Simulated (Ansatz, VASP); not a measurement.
## Two plane-wave programs on AgSn2SeI3

```xyz
7
Lattice="5.1999 0.0000 0.0000 -2.5999 4.5032 0.0000 0.0000 0.0000 11.0046" Properties=species:S:1:pos:R:3 pbc="T T T"
Ag    0.0000    3.0022    5.5023
Sn    0.0000    0.0000    5.5023
Sn    2.5999    1.5011    5.5023
Se    0.0000    3.0022    0.0000
I     2.5999    1.5011    0.0000
I     0.0000    0.0000    8.4902
I     0.0000    0.0000    2.5144
```

Alike in both runs: functional PBE; k mesh 3 × 3 × 2; occupations gaussian, width 0.15 eV; no spin polarisation.

Ansatz relaxed the structure, and its values are those at the end. VASP's run is a single point on that final structure, the one shown.

|  | VASP | Ansatz |
| --- | --- | --- |
| version | VASP 6.6.1 | Ansatz 0.2.0 |
| potentials or method | VASP PAW PBE potentials, release 64 (Ag, Sn_d, Se, I) | scalar-relativistic, plane waves, PAW |
| plane-wave cutoff (eV) | 520 | 420 |
| valence electrons in the cell | 66 | 114 |

Ansatz gave:

```
gap on the k mesh at the Fermi level (eV) : none
pressure (GPa)                            : 0.1
rms of the force components (eV/Å)        : 0.018
```

Problem. Estimate VASP's values.

Solution. gap on the k mesh at the Fermi level (eV): none; pressure (GPa): 0.1; rms of the force components (eV/Å): 0.017.

A gap of «none» marks a metal or a gap that the smearing closes. The two sets of potentials don't hold the same shells in valence.

Caveats: the k mesh is coarse (spacing up to 0.47 Å⁻¹), so the values aren't converged; this functional lacks dispersion, which binds the layers, so the pressure and a relaxed spacing across them are unreliable. Spin-orbit coupling is left out, which matters for the levels of I.
